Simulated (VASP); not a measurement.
All values below come from LDA (Ceperley-Alder, Perdew-Zunger), VASP's LDA PAW potentials (set 64) (plane waves; VASP).

VASP ran on this input.

### KPOINTS
```
Automatic mesh
0
Gamma
8 8 4
0 0 0
```

POSCAR:
```
Y2H2C
3.665910
  1.0000000000   0.0000000000   0.0000000000
 -0.5000000000   0.8660253525   0.0000000000
  0.0000000000   0.0000000000   1.6360576228
Y H C
2 2 1
direct
  0.6616020000   0.3329720000   0.7798000000
  0.3339380000   0.6638200000   0.2282790000
  0.6663040000   0.3374810000   0.3863150000
  0.3319350000   0.6611920000   0.6060010000
  0.0062210000   0.0045350000  -0.0003940000
```

INCAR:
```
ALGO = Normal
EDIFF = 1E-6
ENCUT = 400
ISIF = 2
ISMEAR = -1
LASPH = .True.
LCHARG = .False.
LMAXMIX = 4
LREAL = .False.
LWAVE = .False.
NELM = 100
PREC = Accurate
SIGMA = 0.1
SYSTEM = Y2H2C
```

POTCAR, in this order: Y_sv H C (LDA.64 set). Program: vasp_std.

At this cut-off the stress carries a Pulay error, which pulls relaxed volumes low.

Problem. Estimate the energy per atom (σ→0), pressure, largest force, band gap (on the k-mesh).

Solution. 
```
Item                                                        Result
------------------------  ----------------------------------------
energy per atom (σ→0)                               -6.787 eV/atom
band gap (on the k-mesh)  none (metal, semimetal or under 0.01 eV)
pressure                                                 -5.66 GPa
largest force                                           0.220 eV/Å
```

**OSZICAR**
```
...
DAV:   8    -0.339790532768E+02    0.55456E-01   -0.11112E+00  6848   0.545E+00    0.463E+00
DAV:   9    -0.339495114143E+02    0.29542E-01   -0.16925E-01  5570   0.220E+00    0.153E+00
DAV:  10    -0.339486611645E+02    0.85025E-03   -0.20462E-02  7194   0.921E-01    0.272E-01
DAV:  11    -0.339485305907E+02    0.13057E-03   -0.18565E-03  5572   0.256E-01    0.181E-01
DAV:  12    -0.339484576158E+02    0.72975E-04   -0.42356E-04  6800   0.145E-01    0.458E-02
DAV:  13    -0.339484588394E+02   -0.12236E-05   -0.31678E-05  7220   0.329E-02    0.197E-02
DAV:  14    -0.339484597443E+02   -0.90487E-06   -0.15947E-06  4166   0.110E-02
   1 F= -.33948460E+02 E0= -.33937315E+02  d E =-.222901E-01
```

The structure comes from a computed database's Y2H2C entry; how it stands against other phases isn't given here. The cell was not relaxed at this level, atoms are displaced from their ideal sites. The run is one of a series of settings (GGA removed, POTCAR Y_sv H C (LDA.64 set) against the base run), some of them coarse on purpose.
